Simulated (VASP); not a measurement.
# Si3Bi2Te3 (P-3m1) in VASP: relaxation of cell and atoms with PBE

Aim: the relaxation of cell and atoms of Si3Bi2Te3 with PBE.

Everything below comes from runs of VASP 6.6.1. Logs are shortened: lines on timing, memory, paths and dates and some standing lists are left out, and cuts for length are marked.

### Step 1. The structure

Symmetry: P-3m1, No. 164, trigonal system. The conventional cell has a = 4.187 Å, b = 4.187 Å, c = 30.777 Å, α = 90.00°, β = 90.00°, γ = 120.00°. Si (site symmetry 3m) is surrounded by 4 Si at 2.38 to 2.49 Å. Around Si (site symmetry 3m) lie 4 Si at 2.38 to 2.49 Å. Si (site symmetry 3m) has 3 Si at 2.49 Å and 1 Te at 2.67 Å as nearest neighbours. Around Bi (site symmetry 3m) lie 6 Te at 3.07 to 3.26 Å. Bi (site symmetry 3m) is surrounded by 6 Te at 3.13 to 3.22 Å. Te (site symmetry 3m) is surrounded by 3 Bi at 3.07 Å and 3 Te at 3.49 Å. Te (site symmetry 3m) is surrounded by 6 Bi at 3.22 to 3.26 Å. Around Te (site symmetry 3m) lie 1 Si at 2.67 Å.

The cell was built by a generator and needn't be a form met in nature.

### Step 2. Relaxation of cell and atoms, PBE

File INCAR:

```
SYSTEM = Si3Bi2Te3
PREC = Accurate
ENCUT = 520
EDIFF = 1E-6
ISMEAR = 0
SIGMA = 0.1
LREAL = .False.
LASPH = .True.
NELM = 120
ALGO = Normal
ISIF = 3
LWAVE = .False.
LCHARG = .False.
GGA = PE
IBRION = 2
NSW = 90
EDIFFG = -0.01
KPAR = 4
```

File KPOINTS:

```
Automatic mesh
0
Gamma
  8 8 1
  0 0 0
```

File POSCAR:

```
Si3Bi2Te3
1.0
    4.1868540700      0.0000000000      0.0000000000
   -2.0934270300      3.6259219800      0.0000000000
    0.0000000000      0.0000000000     30.7770000000
Si Bi Te
6 4 6
Direct
    0.3333333300      0.6666666700      0.0099749800
    0.3333333300      0.6666666700      0.0871430000
    0.0000000000      0.0000000000      0.1058907600
    0.6666666700      0.3333333300      0.9900250200
    0.6666666700      0.3333333300      0.9128570000
    0.0000000000      0.0000000000      0.8941092400
    0.0000000000      0.0000000000      0.3978620400
    0.3333333300      0.6666666700      0.2573675100
    0.6666666700      0.3333333300      0.7426324900
    0.0000000000      0.0000000000      0.6021379600
    0.3333333300      0.6666666700      0.4591740600
    0.6666666700      0.3333333300      0.3265750400
    0.0000000000      0.0000000000      0.1925138900
    0.0000000000      0.0000000000      0.8074861100
    0.6666666700      0.3333333300      0.5408259400
    0.3333333300      0.6666666700      0.6734249600
```

Potentials or basis: VASP PAW PBE potentials, release 64 (Si, Bi_d, Te).

Started as:

```console
cat potpaw_PBE.64/Si/POTCAR potpaw_PBE.64/Bi_d/POTCAR potpaw_PBE.64/Te/POTCAR > POTCAR
mpirun -np 4 vasp_std > vasp.out
```

OUTCAR:

```text
SYSTEM = Si3Bi2Te3
   PREC = Accurate
   ENCUT = 520
   EDIFF = 1E-6
   ISMEAR = 0
   LREAL = .False.
   LASPH = .True.
   NELM = 120
   ISIF = 3
   GGA = PE
   IBRION = 2
   NSW = 90
   EDIFFG = -0.01

 ion  position               nearest neighbor table
   1  0.333  0.667  0.010-   2 2.38   4 2.49   4 2.49   4 2.49
   2  0.333  0.667  0.087-   1 2.38   3 2.49   3 2.49   3 2.49
   3  0.000  0.000  0.106-   2 2.49   2 2.49   2 2.49  13 2.67
   4  0.667  0.333  0.990-   5 2.38   1 2.49   1 2.49   1 2.49
   5  0.667  0.333  0.913-   4 2.38   6 2.49   6 2.49   6 2.49
   6  0.000  0.000  0.894-   5 2.49   5 2.49   5 2.49  14 2.67
   7  0.000  0.000  0.398-  11 3.07  11 3.07  11 3.07  12 3.26  12 3.26  12 3.26
   8  0.333  0.667  0.257-  13 3.13  13 3.13  13 3.13  12 3.22  12 3.22  12 3.22
   9  0.667  0.333  0.743-  14 3.13  14 3.13  14 3.13  16 3.22  16 3.22  16 3.22
  10  0.000  0.000  0.602-  15 3.07  15 3.07  15 3.07  16 3.26  16 3.26  16 3.26
  11  0.333  0.667  0.459-   7 3.07   7 3.07   7 3.07  15 3.49  15 3.49  15 3.49
  12  0.667  0.333  0.327-   8 3.22   8 3.22   8 3.22   7 3.26   7 3.26   7 3.26
  13  0.000  0.000  0.193-   3 2.67   8 3.13   8 3.13   8 3.13
  14  0.000  0.000  0.807-   6 2.67   9 3.13   9 3.13   9 3.13
  15  0.667  0.333  0.541-  10 3.07  10 3.07  10 3.07  11 3.49  11 3.49  11 3.49
  16  0.333  0.667  0.673-   9 3.22   9 3.22   9 3.22  10 3.26  10 3.26  10 3.26

  LATTYP: Found a hexagonal cell.
 ALAT       =     4.1868540700
 C/A-ratio  =     7.3508652285

  Lattice vectors:

 A1 = (   4.1868540700,   0.0000000000,   0.0000000000)
 A2 = (  -2.0934270300,   3.6259219800,   0.0000000000)
 A3 = (   0.0000000000,   0.0000000000,  30.7770000000)

Analysis of symmetry for initial positions (statically):
=====================================================================
 Subroutine PRICEL returns:
 Original cell was already a primitive cell.

 Routine SETGRP: Setting up the symmetry group for a
 hexagonal supercell.

 Subroutine GETGRP returns: Found 12 space group operations
 (whereof 12 operations were pure point group operations)
 out of a pool of 24 trial point group operations.

The static configuration has the point symmetry D_3d.

Analysis of symmetry for dynamics (positions and initial velocities):
=====================================================================
 Subroutine PRICEL returns:
 Original cell was already a primitive cell.

 Routine SETGRP: Setting up the symmetry group for a
 hexagonal supercell.

 Subroutine GETGRP returns: Found 12 space group operations
 (whereof 12 operations were pure point group operations)
 out of a pool of 24 trial point group operations.

The dynamic configuration has the point symmetry D_3d.

 Subroutine INISYM returns: Found 12 space group operations
 (whereof 12 operations are pure point group operations),
 and found     1 'primitive' translations

----------------------------------------------------------------------------------------

                                     Primitive cell

  volume of cell :     467.2320

  direct lattice vectors                    reciprocal lattice vectors
     4.186854070  0.000000000  0.000000000     0.238842812  0.137895962  0.000000000
    -2.093427030  3.625921980  0.000000000     0.000000000  0.275791924  0.000000000
     0.000000000  0.000000000 30.777000000     0.000000000  0.000000000  0.032491796

  length of vectors
     4.186854070  4.186854062 30.777000000     0.275791924  0.275791924  0.032491796

  position of ions in fractional coordinates (direct lattice)
     0.333333330  0.666666670  0.009974980
     0.333333330  0.666666670  0.087143000
     0.000000000  0.000000000  0.105890760
     0.666666670  0.333333330  0.990025020
     0.666666670  0.333333330  0.912857000
     0.000000000  0.000000000  0.894109240
[... 8 lines left out ...]
     0.666666670  0.333333330  0.540825940
     0.333333330  0.666666670  0.673424960

  ion indices of the primitive-cell ions
   primitive index   ion index
                 1           1
                 2           2
                 3           3
                 4           4
                 5           5
                 6           6
[... 8 lines left out ...]
                15          15
                16          16

----------------------------------------------------------------------------------------

 KPOINTS: Automatic mesh

Automatic generation of k-mesh.
 Grid dimensions read from file:
 generate k-points for:    8    8    1

 Generating k-lattice:

  Cartesian coordinates                     Fractional coordinates (reciprocal lattice)
     0.029855352  0.017236995  0.000000000     0.125000000  0.000000000  0.000000000
     0.000000000  0.034473991  0.000000000     0.000000000  0.125000000  0.000000000
     0.000000000  0.000000000  0.032491796     0.000000000  0.000000000  1.000000000

  Length of vectors
     0.034473990  0.034473991  0.032491796

  Shift w.r.t. Gamma in fractional coordinates (k-lattice)
     0.000000000  0.000000000  0.000000000

 Subroutine IBZKPT returns following result:
 ===========================================

 Found     10 irreducible k-points:

 Following reciprocal coordinates:
            Coordinates               Weight
  0.000000  0.000000  0.000000      1.000000
  0.125000  0.000000  0.000000      6.000000
  0.250000  0.000000  0.000000      6.000000
  0.375000  0.000000  0.000000      6.000000
  0.500000  0.000000  0.000000      3.000000
  0.125000  0.125000  0.000000      6.000000
  0.250000  0.125000  0.000000     12.000000
  0.375000  0.125000  0.000000     12.000000
  0.250000  0.250000  0.000000      6.000000
  0.375000  0.250000  0.000000      6.000000
   k-points           NKPTS =     10   k-points in BZ     NKDIM =     10   number of bands    NBANDS=     72
   number of dos      NEDOS =    301   number of ions     NIONS =     16
   total plane-waves  NPLWV = 245760
   dimension x,y,z NGX =    32 NGY =   32 NGZ =  240
   dimension x,y,z NGXF=    64 NGYF=   64 NGZF=  480
   ions per type =               6   4   6
   NGX,Y,Z   is equivalent  to a cutoff of  12.71, 12.71, 12.96 a.u.
   NGXF,Y,Z  is equivalent  to a cutoff of  25.41, 25.41, 25.93 a.u.
 SYSTEM =  Si3Bi2Te3
   PREC   = accura    normal or accurate (medium, high low for compatibility)
   ISTART =      0    job   : 0-new  1-cont  2-samecut
   ICHARG =      2    charge: 1-file 2-atom 10-const
   ISPIN  =      1    spin polarized calculation?
   LNONCOLLINEAR =      F non collinear calculations
   LSORBIT =      F    spin-orbit coupling
   LASPH  =      T    aspherical Exc in radial PAW
   ENCUT  =  520.0 eV  38.22 Ry    6.18 a.u.   7.78  7.78 57.22*2*pi/ulx,y,z
   NELM   =    120;   NELMIN=  2; NELMDL= -5     # of ELM steps
   EDIFF  = 0.1E-05   stopping-criterion for ELM
   LREAL  =      F    real-space projection
   EDIFFG = -.1E-01   stopping-criterion for IOM
   NSW    =     90    number of steps for IOM
   IBRION =      2    ionic relax: 0-MD 1-quasi-New 2-CG
   NFREE  =      1    steps in history (QN), initial steepest desc. (CG)
   ISIF   =      3    stress and relaxation
   ISYM   =      2    0-nonsym 1-usesym 2-fastsym
   POTIM  = 0.5000    time-step for ionic-motion
   TEBEG  =    0.0;   TEEND  =   0.0 temperature during run
   PSTRESS=    0.0 pullay stress
   NELECT =     120.0000    total number of electrons
   NUPDOWN=      -1.0000    fix difference up-down
   EMIN   =  10.00;   EMAX   =-10.00  energy-range for DOS
   EFERMI =   0.00;   METHOD = LEGACY
   ISMEAR =     0;   SIGMA  =   0.10  broadening in eV -4-tet -1-fermi 0-gaus
   EFERMI_NEDOS =   21; number of points for ismear=-14 and -15
   IALGO  =     38    algorithm
   IMIX   =      4    mixing-type and parameters
     AMIX     =   0.40;   BMIX     =  1.00
     AMIX_MAG =   1.60;   BMIX_MAG =  1.00
  volume/ion in A,a.u.               =      29.20       197.06
  Fermi-wavevector in a.u.,A,eV,Ry     =   1.040617  1.966482 14.733537  1.082884
  Thomas-Fermi vector in A             =   2.175201
   LORBIT       =      0    0 simple, 1 ext, 2 COOP (PROOUT), +10 PAW based schemes
   GGA     = PE    functional components
   LHFCALC =     F    Hartree Fock is set to
   AEXX    =    0.0000 exact exchange contribution
   IVDW    =     0    specifies the selected vdW correction
   LEPSILON=     F    determine dielectric tensor
   LRPA    =     F    only Hartree local field effects (RPA)
 conjugate gradient relaxation of ions
 non-spin polarized calculation
 Gauss-broadening in eV      SIGMA  =   0.10
  energy-cutoff  :      520.00
  volume of cell :      467.23
 maximum number of plane-waves:     12625
 NGX is ok and might be reduce to    32
   NGX = 15   NGY = 15   NGZ =115

--------------------------------------- Ionic step        1  -------------------------------------------

 number of electron     120.0000002 magnetization

 Free energy of the ion-electron system (eV)
  ---------------------------------------------------
  ext. energy  EPLUGINS =         0.00000000
  ---------------------------------------------------
  free energy    TOTEN  =       -66.55257840 eV

  energy without entropy =      -66.51936330  energy(sigma->0) =      -66.53597085

------------------------ aborting loop because EDIFF is reached ----------------------------------------

  FORCE on cell =-STRESS in cart. coord.  units (eV):
  Direction    XX          YY          ZZ          XY          YZ          ZX
  --------------------------------------------------------------------------------------
  -------------------------------------------------------------------------------------
  Total       -2.7295368     -2.7295368      3.5008609     -0.0000000     -0.0000000      0.0000000
  in kB       -9.3598088     -9.3598087     12.0047432     -0.0000000     -0.0000000      0.0000000
  external PRESSURE =      -2.2382914 kB  Pullay stress =       0.0000000 kB
[... 131 lines left out ...]
  FREE ENERGIE OF THE ION-ELECTRON SYSTEM (eV)
  ---------------------------------------------------
  free  energy   TOTEN  =       -66.6565855137 eV

  energy  without entropy=      -66.6212878991  energy(sigma->0) =      -66.63893671

[... ionic steps 4 to 24 ...]

--------------------------------------- Ionic step       25  -------------------------------------------

 number of electron     120.0000001 magnetization

------------------------ aborting loop because EDIFF is reached ----------------------------------------

  FORCE on cell =-STRESS in cart. coord.  units (eV):
  Direction    XX          YY          ZZ          XY          YZ          ZX
  --------------------------------------------------------------------------------------
  -------------------------------------------------------------------------------------
  Total       -0.0815735     -0.0815735     -0.1152030     -0.0000000      0.0000000      0.0000000
  in kB       -0.2811163     -0.2811163     -0.3970091     -0.0000000      0.0000000      0.0000000
  external PRESSURE =      -0.3197472 kB  Pullay stress =       0.0000000 kB
[... 85 lines left out ...]
  energy  without entropy=      -66.6848054600  energy(sigma->0) =      -66.70108671

--------------------------------------- Ionic step       27  -------------------------------------------

 number of electron     120.0000001 magnetization

 Free energy of the ion-electron system (eV)
  ---------------------------------------------------
  ext. energy  EPLUGINS =         0.00000000
  ---------------------------------------------------
  free energy    TOTEN  =       -66.71736832 eV

  energy without entropy =      -66.68480218  energy(sigma->0) =      -66.70108525

 E-fermi :   6.3322     XC(G=0):  -9.3326

 val. band max:        6.3102900459   @ k =   0.2500   0.1250   0.0000
 cond. band min:       6.3329619334   @ k =   0.2500   0.0000   0.0000
 fundamental gap:      0.0226718875
 Fermi energy:         6.3321861336

 k-point     1 :       0.0000    0.0000    0.0000
  band No.  band energies     occupation
      1     -17.0774      2.00000
      2     -17.0774      2.00000
      3     -17.0607      2.00000
      4     -17.0607      2.00000
      5     -17.0607      2.00000
      6     -17.0607      2.00000
[... 782 lines left out ...]
  FREE ENERGIE OF THE ION-ELECTRON SYSTEM (eV)
  ---------------------------------------------------
  free  energy   TOTEN  =       -66.7173683192 eV

  energy  without entropy=      -66.6848021832  energy(sigma->0) =      -66.70108525

 reached required accuracy - stopping structural energy minimisation
```

Run time: 78 min. Hardware: 4 MPI ranks of AMD EPYC 7R43 (Zen 3), shared host; peak memory 0.75 GiB.

Results:

| Quantity | Value |
| --- | --- |
| Free energy | -66.7174 eV |
| Relaxed volume | 29.04 Å³/atom |
| Relaxed cell | a = 4.101 Å, b = 4.101 Å, c = 31.900 Å, α = 90.00°, β = 90.00°, γ = 120.00° |
| Space group after relaxing (to 0.05 Å) | P-3m1 (No. 164) |
| Energy gained by relaxing | 10.3 meV/atom |
| Ionic steps | 27 |
| Pressure after relaxing | 0.0 GPa |
| Largest force after relaxing | 0.007 eV/Å |
| Band gap on the k mesh | none (metal or under the smearing width) |

Forces in eV/Å, atoms in the order of the input:
```
Si   0.000  0.000 -0.004
Si   0.000  0.000 -0.002
Si   0.000  0.000  0.005
Si   0.000  0.000  0.004
Si   0.000  0.000  0.002
Si   0.000  0.000 -0.005
Bi   0.000  0.000 -0.003
Bi   0.000  0.000  0.006
Bi   0.000  0.000 -0.006
Bi   0.000  0.000  0.003
Te   0.000  0.000 -0.006
Te   0.000  0.000 -0.006
Te   0.000  0.000  0.007
Te   0.000  0.000 -0.007
Te   0.000  0.000  0.006
Te   0.000  0.000  0.006
```

The path:
```
step  energy change (eV)  largest force (eV/Å)  pressure (GPa)  volume (Å³)
   1              0.0000                0.2619           -0.22       467.23
   2             -0.0739                0.2140           -0.03       464.42
   3             -0.1040                0.3344            0.23       460.97
   4             -0.1343                0.1975            0.00       463.03
   5             -0.1359                0.1488           -0.06       463.62
   6             -0.1429                0.1027            0.00       463.04
   7             -0.1453                0.0990            0.10       462.38
   8             -0.1485                0.1058           -0.10       463.89
   9             -0.1485                0.1126           -0.13       464.06
  10             -0.1516                0.0571           -0.06       463.46
  11             -0.1526                0.0750            0.04       462.73
  12             -0.1527                0.0721            0.06       462.82
  13             -0.1539                0.0557            0.01       463.41
  14             -0.1552                0.1021           -0.12       465.21
  15             -0.1562                0.0863           -0.13       465.05
  16             -0.1581                0.0517           -0.06       464.60
  17             -0.1581                0.0857            0.16       463.68
  18             -0.1587                0.0629            0.06       464.14
  19             -0.1600                0.0584            0.01       464.49
  20             -0.1611                0.1119           -0.09       465.21
  21             -0.1624                0.0864           -0.06       464.95
  22             -0.1641                0.0438            0.06       464.18
  23             -0.1646                0.0259            0.01       464.58
  24             -0.1647                0.0300           -0.04       465.02
  25             -0.1647                0.0289           -0.03       464.92
  26             -0.1648                0.0111            0.00       464.67
  27             -0.1648                0.0068            0.02       464.60
```

Final structure:
```
CELL_PARAMETERS angstrom
4.10092 0.00000 0.00000
-2.05046 3.55150 0.00000
0.00000 0.00000 31.89974
ATOMIC_POSITIONS crystal
Si 0.33333 0.66667 0.01092
Si 0.33333 0.66667 0.08536
Si 0.00000 0.00000 0.10646
Si 0.66667 0.33333 0.98908
Si 0.66667 0.33333 0.91464
Si 0.00000 0.00000 0.89354
Bi 0.00000 0.00000 0.39541
Bi 0.33333 0.66667 0.25471
Bi 0.66667 0.33333 0.74529
Bi 0.00000 0.00000 0.60459
Te 0.33333 0.66667 0.45590
Te 0.66667 0.33333 0.32110
Te 0.00000 0.00000 0.18933
Te 0.00000 0.00000 0.81067
Te 0.66667 0.33333 0.54410
Te 0.33333 0.66667 0.67890
```

Caveat: spin-orbit coupling is left out, which moves the levels of the heavy elements.
